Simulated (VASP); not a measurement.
NaCl:

```
CELL_PARAMETERS angstrom
0.00000 2.80386 2.80386
2.80386 0.00000 2.80386
2.80386 2.80386 0.00000
ATOMIC_POSITIONS crystal
Na 0.00000 0.00000 0.00000
Cl 0.50000 0.50000 0.50000
```

Base run:

```yaml
Program: VASP 6.6.1
Functional: PBE
Potentials_or_basis: VASP PAW PBE potentials, release 64 (Na_pv, Cl)
Cutoff: 520 eV
k_mesh: 8 × 8 × 8
Occupations: gaussian, width 0.03 eV
Spin: no spin polarisation
```

Its results: band gap on the k mesh 5.17 eV, direct; pressure 1.2 GPa.

Problem. The run is repeated on the same cell with these changes: functional from PBE to r2SCAN. What comes out?

Solution. Band gap on the k mesh 5.99 eV, direct; pressure -0.2 GPa.

r2SCAN gives the wider gap, since meta-GGAs in the generalised Kohn-Sham scheme recover part of the derivative discontinuity.

Caveats: the PAW data sets were made with another functional, which shifts forces and pressure a little (some runs).
